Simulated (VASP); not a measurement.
Data:

```yaml
crystal:
  lattice:
    - [0.00000, 2.09205, 2.09205]
    - [2.09205, 0.00000, 2.09205]
    - [2.09205, 2.09205, 0.00000]
  atoms:
    - { symbol: Au, position: [0.00000, 0.00000, 0.00000] }
```

The numbers are results of revPBE GGA, VASP's PBE PAW potentials (set 64) (plane waves; VASP), not measurements. Settings: 520 eV cut-off, 14×14×14 Γ-centred mesh, first-order Methfessel-Paxton smearing of 0.10 eV, potentials Au.

Unless said otherwise, spin-orbit coupling is left out, though it shifts the bands of the heavy elements here.

### Question
What does the run give for the energy per atom (σ→0), band gap (on the k-mesh) with the smallest direct gap where there is one?

### Answer

- band gap (on the k-mesh) = none (metal, semimetal or under 0.01 eV)
- energy per atom (σ→0) = -2.734 eV/atom

The absolute energy has meaning only against runs of the same code, potentials and settings.

The compound is Au in the fcc structure. It was relaxed first, which changed the volume by +8 %. The start is the result of an earlier pass.
